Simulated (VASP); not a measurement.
Output of a VASP run:

**OUTCAR**
```
 ion  position               nearest neighbor table
   1  0.000  0.000  0.000-   2 2.31   2 2.31   2 2.31   2 2.31   2 2.31   2 2.31
   2  0.500  0.500  0.500-   1 2.31   1 2.31   1 2.31   1 2.31   1 2.31   1 2.31
  LATTYP: Found a face centered cubic cell.
 ALAT       =     4.6300000000
 Subroutine PRICEL returns:
 Original cell was already a primitive cell.
 Subroutine GETGRP returns: Found 48 space group operations
The static configuration has the point symmetry O_h .
The dynamic configuration has the point symmetry O_h .
 Subroutine INISYM returns: Found 48 space group operations
 Subroutine IBZKPT returns following result:
 Found     35 irreducible k-points:

 Following reciprocal coordinates:
            Coordinates               Weight
  0.000000  0.000000  0.000000      1.000000
  0.111111  0.000000  0.000000      8.000000
  0.222222  0.000000  0.000000      8.000000
  0.333333  0.000000  0.000000      8.000000
  0.444444  0.000000  0.000000      8.000000
  0.111111  0.111111  0.000000      6.000000
  0.222222  0.111111  0.000000     24.000000
  0.333333  0.111111  0.000000     24.000000
  0.444444  0.111111  0.000000     24.000000
 -0.444444  0.111111  0.000000     24.000000
 -0.333333  0.111111  0.000000     24.000000
 -0.222222  0.111111  0.000000     24.000000
 -0.111111  0.111111  0.000000     12.000000
  0.222222  0.222222  0.000000      6.000000
  0.333333  0.222222  0.000000     24.000000
  0.444444  0.222222  0.000000     24.000000
 -0.444444  0.222222  0.000000     24.000000
 -0.333333  0.222222  0.000000     24.000000
 -0.222222  0.222222  0.000000     12.000000
  0.333333  0.333333  0.000000      6.000000
  0.444444  0.333333  0.000000     24.000000
 -0.444444  0.333333  0.000000     24.000000
 -0.333333  0.333333  0.000000     12.000000
  0.444444  0.444444  0.000000      6.000000
 -0.444444  0.444444  0.000000     12.000000
  0.333333  0.222222  0.111111     24.000000
  0.444444  0.222222  0.111111     48.000000
 -0.444444  0.222222  0.111111     48.000000
  0.444444  0.333333  0.111111     24.000000
 -0.444444  0.333333  0.111111     48.000000
 -0.333333  0.333333  0.111111     48.000000
 -0.222222  0.333333  0.111111     24.000000
 -0.444444  0.444444  0.111111     24.000000
 -0.333333  0.444444  0.111111     24.000000
 -0.333333  0.444444  0.222222     24.000000
   k-points           NKPTS =     35   k-points in BZ     NKDIM =     35   number of bands    NBANDS=     11
   number of dos      NEDOS =    301   number of ions     NIONS =      2
   total plane-waves  NPLWV =  13824
   dimension x,y,z NGX =    24 NGY =   24 NGZ =   24
   dimension x,y,z NGXF=    48 NGYF=   48 NGZF=   48
   ions per type =               1   1
   PREC   = accura    normal or accurate (medium, high low for compatibility)
   ISTART =      0    job   : 0-new  1-cont  2-samecut
   ICHARG =      2    charge: 1-file 2-atom 10-const
   ISPIN  =      1    spin polarized calculation?
   LNONCOLLINEAR =      F non collinear calculations
   LSORBIT =      F    spin-orbit coupling
   INIWAV =      1    electr: 0-lowe 1-rand  2-diag
   ENCUT  =  520.0 eV  38.22 Ry    6.18 a.u.   6.09  6.09  6.09*2*pi/ulx,y,z
   NELM   =    100;   NELMIN=  2; NELMDL= -5     # of ELM steps
   EDIFF  = 0.1E-05   stopping-criterion for ELM
   LREAL  =      F    real-space projection
   NLSPLINE    = F    spline interpolate recip. space projectors
   LMAXMIX     =    2 max onsite mixed and CHGCAR
   VOSKOWN=      0    Vosko Wilk Nusair interpolation
   EDIFFG = -.1E-01   stopping-criterion for IOM
   NSW    =     60    number of steps for IOM
   NBLOCK =      1;   KBLOCK =     60    inner block; outer block
   IBRION =      2    ionic relax: 0-MD 1-quasi-New 2-CG
   NFREE  =      1    steps in history (QN), initial steepest desc. (CG)
   ISIF   =      3    stress and relaxation
   ISYM   =      2    0-nonsym 1-usesym 2-fastsym
   TEIN   =    0.0    initial temperature
   TEBEG  =    0.0;   TEEND  =   0.0 temperature during run
...
```

OSZICAR:
```
       N       E                     dE             d eps       ncg     rms          rms(c)
DAV:   1     0.104858005246E+03    0.10486E+03   -0.82421E+03   778   0.148E+03
DAV:   2    -0.433769343218E+01   -0.10920E+03   -0.10145E+03   815   0.354E+02
DAV:   3    -0.100994346470E+02   -0.57617E+01   -0.57405E+01   887   0.854E+01
DAV:   4    -0.101560162272E+02   -0.56582E-01   -0.56574E-01   827   0.878E+00
DAV:   5    -0.101565443850E+02   -0.52816E-03   -0.52815E-03   890   0.895E-01    0.507E+00
DAV:   6    -0.935252060817E+01    0.80402E+00   -0.35517E+00   898   0.190E+01    0.183E+00
DAV:   7    -0.932261133822E+01    0.29909E-01   -0.42712E-02   779   0.256E+00    0.966E-01
DAV:   8    -0.930675659247E+01    0.15855E-01   -0.21876E-02   823   0.411E+00    0.115E-01
DAV:   9    -0.930692302104E+01   -0.16643E-03   -0.19147E-03   890   0.506E-01    0.822E-02
DAV:  10    -0.930684834762E+01    0.74673E-04   -0.42366E-04   818   0.206E-01    0.608E-03
DAV:  11    -0.930684755532E+01    0.79230E-06   -0.11019E-05   908   0.919E-02    0.187E-03
DAV:  12    -0.930684748578E+01    0.69541E-07   -0.79245E-07   457   0.150E-02
   1 F= -.93068475E+01 E0= -.93068475E+01  d E =-.930685E+01
       N       E                     dE             d eps       ncg     rms          rms(c)
DAV:   1    -0.964429993593E+01   -0.33745E+00   -0.58338E+00   899   0.393E+01    0.439E+00
DAV:   2    -0.936159264634E+01    0.28271E+00   -0.12503E+00   887   0.122E+01    0.115E+00
DAV:   3    -0.934021354870E+01    0.21379E-01   -0.51729E-02   873   0.517E+00    0.616E-01
DAV:   4    -0.933081467082E+01    0.93989E-02   -0.70032E-03   880   0.308E+00    0.111E-01
DAV:   5    -0.933038468556E+01    0.42999E-03   -0.11847E-03   902   0.598E-01    0.241E-02
DAV:   6    -0.933031696027E+01    0.67725E-04   -0.14580E-04   884   0.231E-01    0.118E-02
DAV:   7    -0.933031417295E+01    0.27873E-05   -0.77298E-06   797   0.402E-02    0.354E-03
DAV:   8    -0.933031312866E+01    0.10443E-05   -0.13106E-06   400   0.263E-02    0.277E-03
DAV:   9    -0.933031309699E+01    0.31672E-07   -0.27478E-07   397   0.603E-03
   2 F= -.93303131E+01 E0= -.93303131E+01  d E =-.234656E-01
       N       E                     dE             d eps       ncg     rms          rms(c)
DAV:   1    -0.948236122584E+01   -0.15205E+00   -0.27550E+00   899   0.274E+01    0.299E+00
DAV:   2    -0.934995795761E+01    0.13240E+00   -0.56236E-01   890   0.832E+00    0.788E-01
DAV:   3    -0.933998940095E+01    0.99686E-02   -0.22266E-02   868   0.354E+00    0.418E-01
DAV:   4    -0.933559943905E+01    0.43900E-02   -0.30769E-03   872   0.208E+00    0.713E-02
DAV:   5    -0.933540670544E+01    0.19273E-03   -0.53324E-04   888   0.406E-01    0.155E-02
DAV:   6    -0.933537730423E+01    0.29401E-04   -0.59861E-05   887   0.147E-01    0.799E-03
DAV:   7    -0.933537551864E+01    0.17856E-05   -0.35819E-06   711   0.262E-02    0.262E-03
DAV:   8    -0.933537499166E+01    0.52697E-06   -0.55590E-07   406   0.175E-02
   3 F= -.93353750E+01 E0= -.93353750E+01  d E =-.285275E-01
```

### OUTCAR
```
------------------------ aborting loop because EDIFF is reached ----------------------------------------
  FORCE on cell =-STRESS in cart. coord.  units (eV):
  Direction    XX          YY          ZZ          XY          YZ          ZX
  --------------------------------------------------------------------------------------
  Total       -0.0103860     -0.0103860     -0.0103860     -0.0000000     -0.0000000      0.0000000
  in kB       -0.7282674     -0.7282674     -0.7282674     -0.0000000     -0.0000000      0.0000000
  external PRESSURE =      -0.7282674 kB  Pullay stress =       0.0000000 kB
  volume of cell :       22.85
      direct lattice vectors                 reciprocal lattice vectors
    -0.000000000  2.252232640  2.252232640    -0.222001933  0.222001933  0.222001933
     2.252232640  0.000000000  2.252232640     0.222001933 -0.222001933  0.222001933
     2.252232640  2.252232640 -0.000000000     0.222001933  0.222001933 -0.222001933
  FREE ENERGIE OF THE ION-ELECTRON SYSTEM (eV)
  ---------------------------------------------------
  free  energy   TOTEN  =        -9.3353749917 eV

  energy  without entropy=       -9.3353749917  energy(sigma->0) =       -9.33537499

 reached required accuracy - stopping structural energy minimisation
```
(Selected blocks of OUTCAR.)

**POSCAR**
```
NaF
1
    0.0000000000     2.3150000000     2.3150000000
    2.3150000000     0.0000000000     2.3150000000
    2.3150000000     2.3150000000     0.0000000000
Na F
1 1
Direct
  0.0000000000   0.0000000000   0.0000000000
  0.5000000000   0.5000000000   0.5000000000
```

Task: Reconstruct the remaining input files.

Result: One answer among several that fit: the input of the run itself, LDA (Ceperley-Alder, Perdew-Zunger), plane waves, VASP's LDA PAW potentials (set 64).

### KPOINTS
```
Regular mesh
0
gamma
  9 9 9
0 0 0
```

**INCAR**
```
ALGO  =  Normal
EDIFF  =  1E-6
EDIFFG  =  -0.01
ENCUT  =  520
IBRION  =  2
ISIF  =  3
ISMEAR  =  0
LASPH  =  .True.
LCHARG  =  .False.
LREAL  =  .False.
LWAVE  =  .False.
NELM  =  100
NSW  =  60
PREC  =  Accurate
SIGMA  =  0.05
SYSTEM  =  NaF
```

POTCAR, in this order: Na_pv F (LDA.64 set). Program: vasp_std.

Energy and stress use the plane-wave basis of the starting cell.

The compound is NaF in the rock salt structure. This run relaxes it. Symmetry was kept, so distortions that lower it aren't found.
